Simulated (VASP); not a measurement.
Data:

```yaml
crystal:
  lattice:
    - [0.00000, 1.81830, 1.81830]
    - [1.81830, 0.00000, 1.81830]
    - [1.81830, 1.81830, 0.00000]
  atoms:
    - { symbol: Cu, position: [0.00000, 0.00000, 0.00000] }
```

Level of theory: optB86b-vdW, VASP's PBE PAW potentials (set 64) (plane waves; VASP). Settings: 520 eV cut-off, 17×17×17 Γ-centred mesh, first-order Methfessel-Paxton smearing of 0.10 eV, potentials Cu.

### Question
Predict the energy per atom (σ→0), pressure, band gap (on the k-mesh) with the smallest direct gap where there is one.

### Answer

- band gap (on the k-mesh): none (metal, semimetal or under 0.01 eV)
- energy per atom (σ→0): -0.921 eV/atom
- pressure: -4.37 GPa

The compound is Cu in the fcc structure. This cell is one point of a volume scan, at 1.03 of the reference volume.
